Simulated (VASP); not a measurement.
Output of a VASP run:

File OSZICAR:
```
       N       E                     dE             d eps       ncg     rms          rms(c)
DAV:   1     0.104334490733E+03    0.10433E+03   -0.78947E+03   776   0.141E+03
DAV:   2     0.354816276237E+01   -0.10079E+03   -0.93972E+02   900   0.322E+02
DAV:   3    -0.636305126683E+01   -0.99112E+01   -0.98317E+01   943   0.107E+02
DAV:   4    -0.661389764157E+01   -0.25085E+00   -0.25048E+00   907   0.181E+01
DAV:   5    -0.661964207078E+01   -0.57444E-02   -0.57438E-02  1065   0.280E+00    0.329E+00
DAV:   6    -0.914748533948E+01   -0.25278E+01   -0.53221E+00   770   0.353E+01    0.120E+00
DAV:   7    -0.921543550945E+01   -0.67950E-01   -0.42775E-01   893   0.114E+01    0.717E-01
DAV:   8    -0.934446506736E+01   -0.12903E+00   -0.18723E-01   800   0.558E+00    0.688E-01
DAV:   9    -0.937374367539E+01   -0.29279E-01   -0.14806E-02   806   0.171E+00    0.551E-01
DAV:  10    -0.938049501063E+01   -0.67513E-02   -0.86626E-03   788   0.112E+00    0.134E-01
DAV:  11    -0.938401691329E+01   -0.35219E-02   -0.15639E-03   902   0.471E-01    0.929E-02
DAV:  12    -0.938355306848E+01    0.46384E-03   -0.32368E-04   848   0.236E-01    0.765E-02
DAV:  13    -0.938407781272E+01   -0.52474E-03   -0.20097E-04   821   0.220E-01    0.225E-02
DAV:  14    -0.938412710936E+01   -0.49297E-04   -0.22898E-05   869   0.790E-02    0.113E-02
DAV:  15    -0.938412738173E+01   -0.27237E-06   -0.27604E-06   878   0.236E-02    0.787E-03
DAV:  16    -0.938413039220E+01   -0.30105E-05   -0.21241E-06   782   0.235E-02    0.196E-03
DAV:  17    -0.938413030927E+01    0.82923E-07   -0.36598E-07   890   0.735E-03
   1 F= -.93841303E+01 E0= -.93841303E+01  d E =0.000000E+00
       N       E                     dE             ncg
       N       E                     dE             ncg
```

**OUTCAR**
```
------------------------ aborting loop because EDIFF is reached ----------------------------------------
  FORCE on cell =-STRESS in cart. coord.  units (eV):
  Direction    XX          YY          ZZ          XY          YZ          ZX
  --------------------------------------------------------------------------------------
  Total       -0.0023253     -0.0023253     -0.0023253      0.0000000     -0.0000000      0.0000000
  in kB       -0.0821494     -0.0821494     -0.0821494      0.0000000     -0.0000000      0.0000000
  external PRESSURE =      -0.0821494 kB  Pullay stress =       0.0000000 kB
  volume of cell :       45.35
      direct lattice vectors                 reciprocal lattice vectors
     0.000000000  2.830436277  2.830436277    -0.176651212  0.176651212  0.176651212
     2.830436277  0.000000000  2.830436277     0.176651212 -0.176651212  0.176651212
     2.830436277  2.830436277  0.000000000     0.176651212  0.176651212 -0.176651212
  FREE ENERGIE OF THE ION-ELECTRON SYSTEM (eV)
  ---------------------------------------------------
  free  energy   TOTEN  =        -9.3841303093 eV

  energy  without entropy=       -9.3841303093  energy(sigma->0) =       -9.38413031

 total charge

# of ion       s       p       d       tot
------------------------------------------
    1        0.040   5.985   0.000   6.025
    2        1.562   3.573   0.000   5.135
--------------------------------------------------
tot          1.601   9.558   0.000  11.159
```
(Selected blocks of OUTCAR.)

POSCAR:
```
NaCl
1
    0.0000000000     2.8304362766     2.8304362766
    2.8304362766     0.0000000000     2.8304362766
    2.8304362766     2.8304362766     0.0000000000
Na Cl
1 1
Direct
  0.0000000000   0.0000000000   0.0000000000
  0.5000000000   0.5000000000   0.5000000000
```

Task: Write an INCAR and KPOINTS that could have produced this output.

Result: One answer among several that fit: the input of the run itself, revTPSS meta-GGA, plane waves, VASP's PBE PAW potentials (set 64).

KPOINTS:
```
Regular mesh
0
gamma
 9 9 9
0 0 0
```

KPOINTS_OPT:
```
k-points along high-symmetry lines
10
Line-mode
Reciprocal
  0.000000   0.000000   0.000000 ! GAMMA
  0.500000   0.000000   0.500000 ! X

  0.500000   0.000000   0.500000 ! X
  0.625000   0.250000   0.625000 ! U

  0.375000   0.375000   0.750000 ! K
  0.000000   0.000000   0.000000 ! GAMMA

  0.000000   0.000000   0.000000 ! GAMMA
  0.500000   0.500000   0.500000 ! L

  0.500000   0.500000   0.500000 ! L
  0.500000   0.250000   0.750000 ! W

  0.500000   0.250000   0.750000 ! W
  0.500000   0.000000   0.500000 ! X
```

### INCAR
```
ALGO  =  Normal
EDIFF  =  1E-7
ENCUT  =  520
ISIF  =  2
ISMEAR  =  -5
LASPH  =  .True.
LCHARG  =  .False.
LMIXTAU  =  .True.
LORBIT  =  11
LREAL  =  .False.
LWAVE  =  .False.
METAGGA  =  RTPSS
NEDOS  =  601
NELM  =  100
PREC  =  Accurate
SYSTEM  =  NaCl
```

POTCAR, in this order: Na_pv Cl (PBE.64 set). Program: vasp_std.

The compound is NaCl in the rock salt structure. It was relaxed first.
